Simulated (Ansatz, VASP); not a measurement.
# Bi (bismuthene): VASP beside Ansatz, part 2 of 2

Wanted: the spread between two codes on one cell, functional and k mesh.

VASP 6.6.1 and Ansatz 0.2.0.

So far: The starting structure; Ansatz: band structure, PBE with D3(BJ), spin-orbit coupling; VASP: band structure, PBE with D3(BJ), spin-orbit coupling.

## Step 3: VASP: band structure, PBE with D3(BJ), spin-orbit coupling (continued)

Level of this step: PBE with D3(BJ), spin-orbit coupling; plane waves and PAW (Bi) (VASP).

Numbers of over 12 decimals in the logs are rounded to 6 here.

From OUTCAR (step 3):

```text
ion  position               nearest neighbor table
   1  0.333  0.667  0.460-   2 3.03   2 3.03   2 3.03
   2  0.667  0.333  0.540-   1 3.03   1 3.03   1 3.03

  LATTYP: Found a hexagonal cell.
 ALAT       =     4.2758563424
 C/A-ratio  =     5.1451681811

 Subroutine GETGRP returns: Found 12 space group operations
 (whereof 12 operations were pure point group operations)

The static configuration has the point symmetry D_3d.

 Found     12 irreducible k-points:

   k-points           NKPTS =     12   k-points in BZ     NKDIM =     12   number of bands    NBANDS=     22

   dimension x,y,z NGX =    20 NGY =   20 NGZ =  108
   dimension x,y,z NGXF=    40 NGYF=   40 NGZF=  216

   ENCUT  =  350.0 eV  25.72 Ry    5.07 a.u.   6.52  6.52 33.56*2*pi/ulx,y,z

   NELECT =      10.0000    total number of electrons

 k-points in reciprocal lattice and weights: Automatic mesh
   0.00000000  0.00000000  0.00000000       0.012
   0.11111111  0.00000000  0.00000000       0.074
   0.22222222  0.00000000  0.00000000       0.074
   0.33333333  0.00000000  0.00000000       0.074
   0.44444444  0.00000000  0.00000000       0.074
   0.11111111  0.11111111  0.00000000       0.074
   0.22222222  0.11111111  0.00000000       0.148
   0.33333333  0.11111111  0.00000000       0.148
   0.44444444  0.11111111  0.00000000       0.074
   0.22222222  0.22222222  0.00000000       0.074
   0.33333333  0.22222222  0.00000000       0.148
   0.33333333  0.33333333  0.00000000       0.025

 dipolmoment           0.000000      0.000000     -0.000000 electrons x Angstroem

 average (electrostatic) potential at core
       1 -68.7280       2 -68.7280

 E-fermi :  -1.7630

 k-point     1 :       0.0000    0.0000    0.0000
  band No.  band energies     occupation
    ...
      6      -3.9774      1.00000
      7      -2.1760      1.00000
      8      -2.1760      1.00000
      9      -1.9324      1.00000
     10      -1.9324      1.00000
     11      -1.3953      0.00000
     12      -1.3953      0.00000
     13      -0.1576      0.00000
     14      -0.1576      0.00000
     15       1.0739      0.00000
    ...

 k-point     2 :       0.1111    0.0000    0.0000
  band No.  band energies     occupation
    ...
      6      -4.1764      1.00000
      7      -2.9858      1.00000
      8      -2.9858      1.00000
      9      -2.1065      1.00000
     10      -2.1065      1.00000
     11      -1.0437      0.00000
     12      -1.0437      0.00000
     13       0.1412      0.00000
     14       0.1412      0.00000
     15       0.8414      0.00000
    ...

 k-point     3 :       0.2222    0.0000    0.0000
  band No.  band energies     occupation
    ...
      6      -4.8377      1.00000
      7      -3.6395      1.00000
      8      -3.6395      1.00000
      9      -2.4767      1.00000
     10      -2.4767      1.00000
     11      -1.3156      0.00000
     12      -1.3156      0.00000
     13       0.4839      0.00000
     14       0.4839      0.00000
     15       1.0837      0.00000
    ...

 Edisp (eV)   -0.45151

  Total       0.39649     0.39649     0.33408     0.00000     0.00000    -0.00000
  in kB       1.82367     1.82367     1.53661     0.00000     0.00000    -0.00000
  external pressure =        1.73 kB  Pullay stress =        0.00 kB

  energy-cutoff  :      350.00
  volume of cell :      348.34
      direct lattice vectors                 reciprocal lattice vectors
     4.275856342  0.000000000  0.000000000     0.233871281  0.135025647  0.000000000
    -2.137928171  3.703000215  0.000000000     0.000000000  0.270051294  0.000000000
     0.000000000  0.000000000 22.000000000     0.000000000  0.000000000  0.045454545

 POSITION                                       TOTAL-FORCE (eV/Angst)
 -----------------------------------------------------------------------------------
     -0.00000      2.46867     10.12187        -0.000000      0.000000     -0.192762
      2.13793      1.23433     11.87813         0.000000     -0.000000      0.192762
 -----------------------------------------------------------------------------------
    total drift:                                0.000000      0.000000     -0.000000

  FREE ENERGIE OF THE ION-ELECTRON SYSTEM (eV)
  ---------------------------------------------------
  free  energy   TOTEN  =        -9.0784670793 eV

  energy  without entropy=       -9.0784670793  energy(sigma->0) =       -9.07846708

 vacuum level on the upper side and lower side of the slab         1.795         1.795

 Spin-Orbit-Coupling matrix elements
 Ion:    1  E_soc:     -1.1710335
 Ion:    2  E_soc:     -1.1710335

[... 3 further parts left out ...]
```

The data set Bi keeps the semicore shell frozen, which is cheaper and a little less accurate.

## Step 4: Differences

Known differences besides the PAW data sets themselves: spin-orbit coupling enters by fully relativistic files in Ansatz and inside the spheres in VASP; the data sets hold 30 valence electrons in Ansatz (fully relativistic PAW (standard-fr) files) and 10 in VASP; the cutoff is 420 eV in Ansatz and 350 eV in VASP (PREC = Normal). Total energies have different zeros and are not compared.

Both answers:

```csv
quantity,Ansatz,VASP,difference
gap over the path points (eV),0.559,0.533,+0.026
```

Forces (eV/Å; atoms numbered as in POSCAR):

```csv
atom,"Ansatz x, y, z","VASP x, y, z"
Bi1,"0.000, 0.000, -0.140","0.000, 0.000, -0.193"
Bi2,"0.000, 0.000, 0.140","0.000, 0.000, 0.193"
```

Levels at points of the path, from each program's valence-band top (eV; 8 filled, then empty):

```csv
k (reciprocal lattice),Ansatz,VASP
0.000 0.000 0.000,-8.62 -8.62 -2.20 -2.20 -0.20 -0.20 -0.07 -0.07 0.62 0.62 1.74 1.74 3.08 3.08,-8.70 -8.70 -2.05 -2.05 -0.25 -0.25 0.00 0.00 0.53 0.53 1.77 1.77 3.00 3.00
0.038 0.000 0.000,-8.63 -8.63 -2.22 -2.22 -0.43 -0.43 0.00 0.00 0.69 0.69 1.80 1.80 3.01 3.01,-8.70 -8.70 -2.07 -2.07 -0.44 -0.44 0.00 0.00 0.65 0.65 1.81 1.81 2.93 2.93
0.077 0.000 0.000,-8.64 -8.64 -2.28 -2.28 -0.76 -0.76 -0.04 -0.04 0.80 0.80 1.95 1.95 2.88 2.88,-8.71 -8.71 -2.14 -2.14 -0.77 -0.77 -0.07 -0.07 0.82 0.82 1.93 1.93 2.82 2.82
0.154 0.000 0.000,-8.69 -8.69 -2.57 -2.57 -1.37 -1.37 -0.27 -0.27 0.80 0.80 2.28 2.28 2.84 2.84,-8.77 -8.77 -2.46 -2.46 -1.35 -1.35 -0.32 -0.32 0.82 0.82 2.25 2.25 2.82 2.82
0.192 0.000 0.000,-8.74 -8.74 -2.78 -2.78 -1.61 -1.61 -0.39 -0.39 0.70 0.70 2.38 2.38 2.95 2.95,-8.82 -8.82 -2.71 -2.71 -1.56 -1.56 -0.45 -0.45 0.70 0.70 2.36 2.36 2.93 2.93
0.269 0.000 0.000,-8.91 -8.91 -3.23 -3.23 -2.01 -2.01 -0.65 -0.65 0.56 0.56 2.40 2.40 3.11 3.11,-9.00 -9.00 -3.19 -3.19 -1.93 -1.93 -0.72 -0.72 0.54 0.54 2.42 2.42 3.08 3.08
0.308 0.000 0.000,-9.04 -9.04 -3.40 -3.40 -2.19 -2.19 -0.80 -0.80 0.57 0.57 2.35 2.35 3.11 3.11,-9.13 -9.13 -3.38 -3.38 -2.11 -2.11 -0.86 -0.86 0.55 0.55 2.36 2.36 3.08 3.08
0.346 0.000 0.000,-9.19 -9.19 -3.53 -3.53 -2.37 -2.37 -0.94 -0.94 0.64 0.64 2.25 2.25 3.07 3.07,-9.29 -9.29 -3.51 -3.51 -2.28 -2.28 -1.01 -1.01 0.62 0.62 2.26 2.26 3.05 3.05
0.423 0.000 0.000,-9.52 -9.52 -3.64 -3.64 -2.66 -2.66 -1.16 -1.16 0.85 0.85 2.02 2.02 2.99 2.99,-9.62 -9.62 -3.63 -3.63 -2.57 -2.57 -1.23 -1.23 0.84 0.84 2.00 2.00 2.98 2.98
0.462 0.000 0.000,-9.64 -9.64 -3.65 -3.65 -2.75 -2.75 -1.22 -1.22 0.94 0.94 1.92 1.92 2.96 2.96,-9.75 -9.75 -3.64 -3.64 -2.66 -2.66 -1.29 -1.29 0.93 0.93 1.90 1.90 2.96 2.96
```

The forces differ by 31 meV/Å r.m.s., which is 27.4 % of the r.m.s. force of 0.11 eV/Å (both taken over all components). Among the levels compared (up to four filled and three empty ones at each point), filled levels agree within 149 meV and empty ones within 89 meV.

## Step 5: What moves the difference

The difference is large enough to ask for its cause, so further runs change the set-up of one program at a time, as the table lists.

```csv
run,r.m.s. force difference (meV/Å)
as above,31
Ansatz's larger PAW set (cutoff 600 eV),28
norm-conserving potentials (cutoff 898 eV),20
```

## Step 6: Summary of results

- r.m.s. force difference (band structure, PBE with D3(BJ), spin-orbit coupling): 31 meV/Å
- difference in gap over the path points (band structure, PBE with D3(BJ), spin-orbit coupling): 0.026 eV

What this shows: The r.m.s. force difference is 31 meV/Å (band structure, PBE with D3(BJ), spin-orbit coupling), beyond the 12 meV/Å picked in this series as the mark of a large difference. Also far apart in the band structure, PBE with D3(BJ), spin-orbit coupling pair: the difference in gap over the path points, 0.026 eV. For band structure, PBE with D3(BJ), spin-orbit coupling: norm-conserving potentials (cutoff 898 eV) cuts the r.m.s. force difference from 31 to 20 meV/Å; whether that points to the cause isn't shown, since only Ansatz's side was varied. 6 further runs on this material are not shown. How closely two codes agree says nothing of how well the functional describes the real material.

[Lines on the potential files, build, host, timing and source positions are cut from VASP's logs without a mark.]

[Logs are printed without paths, hosts, clocks, repeated set-up lines and the standing remarks that a program may print on its own settings, such as how far it seeks lower states.]

[Hosts, paths, dates, database ids (printed as entryN), source tags and the programs' standing remarks are cut or masked in the printed files.]
